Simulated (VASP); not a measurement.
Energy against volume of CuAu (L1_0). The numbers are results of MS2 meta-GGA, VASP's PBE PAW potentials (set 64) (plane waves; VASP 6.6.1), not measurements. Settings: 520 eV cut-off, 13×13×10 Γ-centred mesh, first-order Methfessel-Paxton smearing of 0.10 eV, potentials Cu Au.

Shape and ions are relaxed at each volume.

```
V (Å³/atom)  E (eV/atom)
-----------  -----------
13.624           4.86571
14.045           4.85438
14.467           4.85861
14.888           4.87469
```

**Question.** Fit these four points and predict the energy of the run at 13.203 Å³/atom.

**Answer.** A cubic in V^(−2/3), the third-order Birch-Murnaghan form, passes through the four points with V0 = 14.13 Å³/atom and B0 = 188 GPa, and gives 4.8972 eV/atom there. The run gave 4.8925 eV/atom, -4.7 meV/atom from the fit; all five points give B0 = 179 GPa.

The compound is CuAu in the L1_0 structure. It was relaxed first.
